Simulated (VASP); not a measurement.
# MgPd (Pm-3m) in VASP: single point with LDA

Aim: the single point of MgPd with LDA.

Everything below comes from runs of VASP 6.6.1. Logs are shortened: lines on timing, memory, paths and dates and some standing lists are left out, and cuts for length are marked.

## Step 1: The structure

It takes space group Pm-3m (No. 221, cubic). The conventional cell has a = 3.160 Å, b = 3.160 Å, c = 3.160 Å, α = 90.00°, β = 90.00°, γ = 90.00°. Around Mg (site symmetry m-3m) lie 8 Pd at 2.74 Å. Around Pd (site symmetry m-3m) lie 8 Mg at 2.74 Å.

## Step 2: Single point, LDA

INCAR

```
PREC = Accurate
ENCUT = 520
EDIFF = 1E-7
ISMEAR = -1
SIGMA = 0.1
LREAL = False
LASPH = True
NELM = 100
ALGO = Normal
ISIF = 2
LWAVE = False
LCHARG = False
NBANDS = 13
```

KPOINTS

```
regular mesh
0
Gamma
  8 8 8
```

POSCAR

```
MgPd
1.0
    3.1600000000      0.0000000000      0.0000000000
    0.0000000000      3.1600000000      0.0000000000
    0.0000000000      0.0000000000      3.1600000000
Mg Pd
1 1
Direct
    0.0000000000      0.0000000000      0.0000000000
    0.5000000000      0.5000000000      0.5000000000
```

Potentials or basis: VASP PAW LDA potentials, release 64 (Mg, Pd).

The run is started by

```bash
$ cat potpaw_LDA.64/Mg/POTCAR potpaw_LDA.64/Pd/POTCAR > POTCAR
$ mpirun -np 1 vasp_std > vasp.out
```

OUTCAR:

```text
PREC = Accurate
   ENCUT = 520
   EDIFF = 1E-7
   ISMEAR = -1
   LREAL = False
   LASPH = True
   NELM = 100
   ISIF = 2

 ion  position               nearest neighbor table
   1  0.000  0.000  0.000-   2 2.74   2 2.74   2 2.74   2 2.74   2 2.74   2 2.74   2 2.74   2 2.74

   2  0.500  0.500  0.500-   1 2.74   1 2.74   1 2.74   1 2.74   1 2.74   1 2.74   1 2.74   1 2.74

  LATTYP: Found a simple cubic cell.
 ALAT       =     3.1600000000

  Lattice vectors:

 A1 = (   3.1600000000,   0.0000000000,   0.0000000000)
 A2 = (   0.0000000000,   3.1600000000,   0.0000000000)
 A3 = (   0.0000000000,   0.0000000000,   3.1600000000)

Analysis of symmetry for initial positions (statically):
=====================================================================
 Subroutine PRICEL returns:
 Original cell was already a primitive cell.

 Routine SETGRP: Setting up the symmetry group for a
 simple cubic supercell.

 Subroutine GETGRP returns: Found 48 space group operations
 (whereof 48 operations were pure point group operations)
 out of a pool of 48 trial point group operations.

The static configuration has the point symmetry O_h .

Analysis of symmetry for dynamics (positions and initial velocities):
=====================================================================
 Subroutine PRICEL returns:
 Original cell was already a primitive cell.

 Routine SETGRP: Setting up the symmetry group for a
 simple cubic supercell.

 Subroutine GETGRP returns: Found 48 space group operations
 (whereof 48 operations were pure point group operations)
 out of a pool of 48 trial point group operations.

The dynamic configuration has the point symmetry O_h .

 Subroutine INISYM returns: Found 48 space group operations
 (whereof 48 operations are pure point group operations),
 and found     1 'primitive' translations

----------------------------------------------------------------------------------------

                                     Primitive cell

  volume of cell :      31.5545

  direct lattice vectors                    reciprocal lattice vectors
     3.160000000  0.000000000  0.000000000     0.316455696  0.000000000  0.000000000
     0.000000000  3.160000000  0.000000000     0.000000000  0.316455696  0.000000000
     0.000000000  0.000000000  3.160000000     0.000000000  0.000000000  0.316455696

  length of vectors
     3.160000000  3.160000000  3.160000000     0.316455696  0.316455696  0.316455696

[... 83 lines left out ...]
   NSW    =      0    number of steps for IOM
   IBRION =     -1    ionic relax: 0-MD 1-quasi-New 2-CG
   NFREE  =      0    steps in history (QN), initial steepest desc. (CG)
   ISIF   =      2    stress and relaxation
   ISYM   =      2    0-nonsym 1-usesym 2-fastsym
   POTIM  = 0.5000    time-step for ionic-motion
   TEBEG  =    0.0;   TEEND  =   0.0 temperature during run
   PSTRESS=    0.0 pullay stress
   NELECT =      12.0000    total number of electrons
   NUPDOWN=      -1.0000    fix difference up-down
   EMIN   =  10.00;   EMAX   =-10.00  energy-range for DOS
   EFERMI =   0.00;   METHOD = LEGACY
   ISMEAR =    -1;   SIGMA  =   0.10  broadening in eV -4-tet -1-fermi 0-gaus
   EFERMI_NEDOS =   21; number of points for ismear=-14 and -15
   IALGO  =     38    algorithm
   IMIX   =      4    mixing-type and parameters
     AMIX     =   0.40;   BMIX     =  1.00
     AMIX_MAG =   1.60;   BMIX_MAG =  1.00
  volume/ion in A,a.u.               =      15.78       106.47
  Fermi-wavevector in a.u.,A,eV,Ry     =   1.186082  2.241371 19.140557  1.406791
  Thomas-Fermi vector in A             =   2.322263
   LORBIT       =      0    0 simple, 1 ext, 2 COOP (PROOUT), +10 PAW based schemes
   GGA     = CA    functional components
   LHFCALC =     F    Hartree Fock is set to
   AEXX    =    0.0000 exact exchange contribution
   IVDW    =     0    specifies the selected vdW correction
   LEPSILON=     F    determine dielectric tensor
   LRPA    =     F    only Hartree local field effects (RPA)
 non-spin polarized calculation
  energy-cutoff  :      520.00
  volume of cell :       31.55
 maximum number of plane-waves:       876
 NGX is ok and might be reduce to    24
   NGX = 11   NGY = 11   NGZ = 11

 number of electron      12.0000002 magnetization

 Free energy of the ion-electron system (eV)
  ---------------------------------------------------
  ext. energy  EPLUGINS =         0.00000000
  ---------------------------------------------------
  free energy    TOTEN  =        -9.85791784 eV

  energy without entropy =       -9.82474121  energy(sigma->0) =       -9.84132952

 E-fermi :   6.5181     XC(G=0): -11.5101

 val. band max:        6.4655059346   @ k =   0.5000   0.3750   0.1250
 cond. band min:       6.5726654678   @ k =   0.5000   0.3750   0.1250
 fundamental gap:      0.1071595333
 Fermi energy:         6.5180665197

 k-point     1 :       0.0000    0.0000    0.0000
  band No.  band energies     occupation
      1      -1.0684      2.00000
      2       2.5339      2.00000
      3       2.5339      2.00000
      4       4.5279      2.00000
      5       4.5279      2.00000
      6       4.5279      2.00000
      7      13.5433      0.00000
      8      13.5433      0.00000
      9      13.5433      0.00000
     10      16.4518      0.00000
     11      16.4518      0.00000
     12      20.8272      0.00000
     13      26.0553      0.00000
[... 354 lines left out ...]
  band No.  band energies     occupation
      1       1.9504      2.00000
      2       2.9978      2.00000
      3       3.4918      2.00000
      4       3.6433      2.00000
      5       4.6471      2.00000
      6       6.4655      1.25692
      7       6.5727      0.73359
      8      10.5467      0.00000
      9      12.4390      0.00000
     10      17.3678      0.00000
     11      18.0306      0.00000
     12      19.8491      0.00000
     13      22.3231      0.00000

 [... further k-points ...]
[... 5 lines left out ...]
  --------------------------------------------------------------------------------------
  -------------------------------------------------------------------------------------
  Total       -1.1257198     -1.1257198     -1.1257198     -0.0000000     -0.0000000      0.0000000
  in kB      -57.1583428    -57.1583428    -57.1583428     -0.0000000     -0.0000000      0.0000000
  external PRESSURE =     -57.1583428 kB  Pullay stress =       0.0000000 kB

 VOLUME and BASIS-vectors are now :
 -----------------------------------------------------------------------------
  energy-cutoff  :      520.00
  volume of cell :       31.55
      direct lattice vectors                 reciprocal lattice vectors
     3.160000000  0.000000000  0.000000000     0.316455696  0.000000000  0.000000000
     0.000000000  3.160000000  0.000000000     0.000000000  0.316455696  0.000000000
     0.000000000  0.000000000  3.160000000     0.000000000  0.000000000  0.316455696

 POSITION                                       TOTAL-FORCE (eV/Angst)
 -----------------------------------------------------------------------------------
      0.00000      0.00000      0.00000         0.000000      0.000000      0.000000
      1.58000      1.58000      1.58000         0.000000      0.000000      0.000000
 -----------------------------------------------------------------------------------
    total drift:                                0.000000     -0.000000     -0.000000

  FREE ENERGIE OF THE ION-ELECTRON SYSTEM (eV)
  ---------------------------------------------------
  free  energy   TOTEN  =        -9.8579178354 eV

  energy  without entropy=       -9.8247412087  energy(sigma->0) =       -9.84132952
```

stdout:

```text
POSCAR found type information on POSCAR MgPd
 POSCAR found :  2 types and       2 ions
 scaLAPACK will be used
 LDA part: xc-table for (Slater(with rela. corr.)+CA(PZ))
 , standard interpolation
 POSCAR, INCAR and KPOINTS ok, starting setup
 FFT: planning ... GRIDC
 FFT: planning ... GRID_SOFT
 FFT: planning ... GRID
 WAVECAR not read
 entering main loop
```

Wall time 5.9 s (1 thread of AMD EPYC 9R45 (Zen 5), shared host); peak memory 0.1 GiB.

Results:

```
Free energy            : -9.8579 eV
Pressure               : -5.7 GPa
Band gap on the k mesh : none (metal or under the smearing width)
```

Levels at points of the mesh, in eV from the Fermi level:
| k point | band 4 | band 5 | band 6 | band 7 | band 8 | band 9 |
| --- | --- | --- | --- | --- | --- | --- |
| (0.00, 0.00, 0.00) | -1.99 | -1.99 | -1.99 | 7.03 | 7.03 | 7.03 |
| (0.50, 0.00, 0.00) | -2.76 | -2.76 | -1.89 | -0.24 | 8.61 | 10.37 |
| (0.50, 0.50, 0.00) | -2.64 | -1.28 | -0.20 | -0.20 | 2.66 | 5.24 |
| (0.50, 0.50, 0.50) | -1.24 | -1.24 | 3.46 | 3.46 | 3.46 | 6.23 |
